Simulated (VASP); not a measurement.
Level of theory: LDA (Ceperley-Alder, Perdew-Zunger), VASP's LDA PAW potentials (set 64) (plane waves; VASP 6.6.1).

The input files of a VASP run:

File POSCAR:
```
RuAl
1
    2.8561197315    -0.0000000000    -0.0000000000
    0.0000000000     2.8561197315    -0.0000000000
   -0.0000000000     0.0000000000     2.8561197315
Al Ru
1 1
Direct
  0.5000000000   0.5000000000   0.5000000000
  0.0000000000   0.0000000000   0.0000000000
```

**INCAR**
```
SYSTEM = RuAl
PREC = Accurate
ENCUT = 500
EDIFF = 1E-6
NELM = 100
ALGO = Normal
LREAL = .FALSE.
LASPH = .TRUE.
ISMEAR = 1
SIGMA = 0.1
LMAXMIX = 4
LWAVE = .FALSE.
LCHARG = .FALSE.
IBRION = 2
ISIF = 3
NSW = 40
EDIFFG = -0.02
PSTRESS = 300
```

**KPOINTS**
```
Automatic mesh
0
Gamma
13 13 13
0 0 0
```

POTCAR, in this order: Al Ru_pv (LDA.64 set). Program: vasp_std.

Output

**OUTCAR**
```
 ion  position               nearest neighbor table
   1  0.500  0.500  0.500-   2 2.47   2 2.47   2 2.47   2 2.47   2 2.47   2 2.47   2 2.47   2 2.47
  LATTYP: Found a simple cubic cell.
 ALAT       =     2.8561197315
 Subroutine PRICEL returns:
 Original cell was already a primitive cell.
 Subroutine GETGRP returns: Found 48 space group operations
The static configuration has the point symmetry O_h .
The dynamic configuration has the point symmetry O_h .
 Subroutine INISYM returns: Found 48 space group operations
 Subroutine IBZKPT returns following result:
 Found     84 irreducible k-points:

 Following reciprocal coordinates:
            Coordinates               Weight
  0.000000  0.000000  0.000000      1.000000
  0.076923  0.000000  0.000000      6.000000
  0.153846  0.000000  0.000000      6.000000
  0.230769  0.000000  0.000000      6.000000
  0.307692  0.000000  0.000000      6.000000
  0.384615  0.000000  0.000000      6.000000
  0.461538  0.000000  0.000000      6.000000
  0.076923  0.076923  0.000000     12.000000
  0.153846  0.076923  0.000000     24.000000
  0.230769  0.076923  0.000000     24.000000
  0.307692  0.076923  0.000000     24.000000
  0.384615  0.076923  0.000000     24.000000
  0.461538  0.076923  0.000000     24.000000
  0.153846  0.153846  0.000000     12.000000
  0.230769  0.153846  0.000000     24.000000
  0.307692  0.153846  0.000000     24.000000
  0.384615  0.153846  0.000000     24.000000
  0.461538  0.153846  0.000000     24.000000
  0.230769  0.230769  0.000000     12.000000
  0.307692  0.230769  0.000000     24.000000
  0.384615  0.230769  0.000000     24.000000
  0.461538  0.230769  0.000000     24.000000
  0.307692  0.307692  0.000000     12.000000
  0.384615  0.307692  0.000000     24.000000
  0.461538  0.307692  0.000000     24.000000
  0.384615  0.384615  0.000000     12.000000
  0.461538  0.384615  0.000000     24.000000
  0.461538  0.461538  0.000000     12.000000
  0.076923  0.076923  0.076923      8.000000
  0.153846  0.076923  0.076923     24.000000
  0.230769  0.076923  0.076923     24.000000
  0.307692  0.076923  0.076923     24.000000
  0.384615  0.076923  0.076923     24.000000
  0.461538  0.076923  0.076923     24.000000
  0.153846  0.153846  0.076923     24.000000
  0.230769  0.153846  0.076923     48.000000
  0.307692  0.153846  0.076923     48.000000
  0.384615  0.153846  0.076923     48.000000
  0.461538  0.153846  0.076923     48.000000
  0.230769  0.230769  0.076923     24.000000
   k-points           NKPTS =     84   k-points in BZ     NKDIM =     84   number of bands    NBANDS=     12
   number of dos      NEDOS =    301   number of ions     NIONS =      2
   total plane-waves  NPLWV =  13824
   dimension x,y,z NGX =    24 NGY =   24 NGZ =   24
   dimension x,y,z NGXF=    48 NGYF=   48 NGZF=   48
   ions per type =               1   1
   PREC   = accura    normal or accurate (medium, high low for compatibility)
   ISTART =      0    job   : 0-new  1-cont  2-samecut
   ICHARG =      2    charge: 1-file 2-atom 10-const
   ISPIN  =      1    spin polarized calculation?
   LNONCOLLINEAR =      F non collinear calculations
   LSORBIT =      F    spin-orbit coupling
   INIWAV =      1    electr: 0-lowe 1-rand  2-diag
   ENCUT  =  500.0 eV  36.75 Ry    6.06 a.u.   5.21  5.21  5.21*2*pi/ulx,y,z
   NELM   =    100;   NELMIN=  2; NELMDL= -5     # of ELM steps
   EDIFF  = 0.1E-05   stopping-criterion for ELM
   LREAL  =      F    real-space projection
   NLSPLINE    = F    spline interpolate recip. space projectors
   LMAXMIX     =    4 max onsite mixed and CHGCAR
   VOSKOWN=      0    Vosko Wilk Nusair interpolation
...
```

OSZICAR:
```
       N       E                     dE             d eps       ncg     rms          rms(c)
DAV:   1     0.114197079109E+03    0.11420E+03   -0.92580E+03  2024   0.132E+03
DAV:   2    -0.143116363450E+02   -0.12851E+03   -0.12391E+03  2160   0.355E+02
DAV:   3    -0.166480882814E+02   -0.23365E+01   -0.22756E+01  2432   0.491E+01
DAV:   4    -0.166703400348E+02   -0.22252E-01   -0.22248E-01  2272   0.472E+00
DAV:   5    -0.166708793298E+02   -0.53929E-03   -0.53928E-03  2564   0.644E-01    0.167E+01
DAV:   6    -0.160427026505E+02    0.62818E+00   -0.30726E+00  2132   0.209E+01    0.328E+00
DAV:   7    -0.159888594393E+02    0.53843E-01   -0.16034E-01  2148   0.505E+00    0.295E+00
DAV:   8    -0.159692169899E+02    0.19642E-01   -0.14916E-02  2204   0.969E-01    0.261E-01
DAV:   9    -0.159691429885E+02    0.74001E-04   -0.59345E-04  2356   0.260E-01    0.127E-01
DAV:  10    -0.159691179763E+02    0.25012E-04   -0.76953E-05  2312   0.108E-01    0.929E-03
DAV:  11    -0.159691178680E+02    0.10828E-06   -0.21480E-06  2212   0.135E-02
   1 F= -.11606573E+02 E0= -.11606931E+02  d E =-.116066E+02
```

### OUTCAR
```
------------------------ aborting loop because EDIFF is reached ----------------------------------------
  FORCE on cell =-STRESS in cart. coord.  units (eV):
  Direction    XX          YY          ZZ          XY          YZ          ZX
  --------------------------------------------------------------------------------------
  Total        4.3608780      4.3608780      4.3608780      0.0000000      0.0000000     -0.0000000
  in kB      299.8853803    299.8853803    299.8853803      0.0000000      0.0000000     -0.0000000
  external PRESSURE =      -0.1146197 kB  Pullay stress =     300.0000000 kB
  volume of cell :       23.30
      direct lattice vectors                 reciprocal lattice vectors
     2.856119732  0.000000000  0.000000000     0.350125378  0.000000000  0.000000000
     0.000000000  2.856119732  0.000000000     0.000000000  0.350125378  0.000000000
     0.000000000  0.000000000  2.856119732     0.000000000  0.000000000  0.350125378
 POSITION                                       TOTAL-FORCE (eV/Angst)
 -----------------------------------------------------------------------------------
      1.42806      1.42806      1.42806         0.000000      0.000000      0.000000
      0.00000      0.00000      0.00000         0.000000      0.000000      0.000000
 -----------------------------------------------------------------------------------
    total drift:                               -0.000000      0.000000      0.000000
  FREE ENERGIE OF THE ION-ELECTRON SYSTEM (eV)
  ---------------------------------------------------
  free  energy   TOTEN  =       -15.9691178680 eV

  energy  without entropy=      -15.9701922309  energy(sigma->0) =      -15.96947599
  enthalpy is  TOTEN    =       -11.6065730566 eV   P V=        4.3625448115

 reached required accuracy - stopping structural energy minimisation
```
(Selected blocks of OUTCAR.)

The compound is RuAl in the CsCl type structure. It was relaxed first under an external pressure of 30 GPa. The electron count is odd and the run is not spin-polarised, which forces a metal.
